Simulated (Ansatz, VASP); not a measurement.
This is a calculation of Sc3Te for VASP 6.6.1.

The input INCAR:

```
PREC = Accurate
ENCUT = 600
EDIFF = 1E-7
ISMEAR = -1
SIGMA = 0.05
LREAL = F
LASPH = T
NELM = 100
ALGO = Normal
ISIF = 3
LWAVE = F
LCHARG = F
GGA = PE
IVDW = 13
IBRION = 2
NSW = 60
EDIFFG = -0.01
```

KPOINTS

```
Automatic mesh
0
Gamma
  5 5 5
```

File POSCAR:

```
Sc3Te
1.0
    0.0000000000      3.5695000000      3.5695000000
    3.5695000000      0.0000000000      3.5695000000
    3.5695000000      3.5695000000      0.0000000000
Sc Te
3 1
Direct
    0.2500000000      0.2500000000      0.2500000000
    0.7500000000      0.7500000000      0.7500000000
    0.5000000000      0.5000000000      0.5000000000
    0.0000000000      0.0000000000      0.0000000000
```

Potentials or basis: VASP PAW PBE potentials, release 64 (Sc_sv, Te).

The run is started by

```bash
$ cat potpaw_PBE.64/Sc_sv/POTCAR potpaw_PBE.64/Te/POTCAR > POTCAR
$ mpirun -np 1 vasp_std > vasp.out
```

Task: Translate it to Ansatz 0.2.0. Potentials there: Ansatz PAW.

Result: As run (the cutoff follows the program's own potentials):

File input.yaml:

```yaml
crystal:
  lattice:
    - [0.0, 3.5695, 3.5695]
    - [3.5695, 0.0, 3.5695]
    - [3.5695, 3.5695, 0.0]
  atoms:
    - { symbol: Sc, position: [0.25, 0.25, 0.25] }
    - { symbol: Sc, position: [0.75, 0.75, 0.75] }
    - { symbol: Sc, position: [0.5, 0.5, 0.5] }
    - { symbol: Te, position: [0.0, 0.0, 0.0] }
hamiltonian:
  xc: pbe
  pseudopotentials: { kind: paw }
  dispersion: d4
kpoints:
  mp_grid: { grid: [5, 5, 5] }
scf:
  occupations: { method: fermi_dirac, width: 0.05 }
output:
  forces: true
  stress: true
  eigenvalues: true
relax:
  f_tol: 0.01
  max_steps: 40
  cell: { stress_tol: 0.05 }
```

Potentials or basis: Ansatz PAW.

The run is started by

```console
$ ansatz run input.yaml --threads 2 --pin off --max-ram 5632MiB --backend cpu --events-out ev --progress --plain --runs-dir out
```

Both were run:

|  | VASP | Ansatz | Ansatz less VASP |
| --- | --- | --- | --- |
| gap on the k mesh at the Fermi level, each at its own relaxed structure (eV) | none | none | - |
| relaxed volume (Å³/atom) | 21.75 | 21.71 | -0.040 |
| relaxed cell length with the largest relative difference (Å) | 4.974 | 4.971 | -0.0030 |
| energy change over the relaxation (meV/atom) | -8 | -9 | -0.7 |

A gap of «none» marks a metal or a gap that the smearing closes. The two sets of potentials don't hold the same shells in valence.

Caveats: pairwise dispersion overbinds metals, which lowers pressure and volume; the plane-wave basis is chosen anew once the cell has moved, so the energies of steps on either side of that aren't comparable (Ansatz). The runs have no spin-orbit coupling, so splittings on Te are missing.
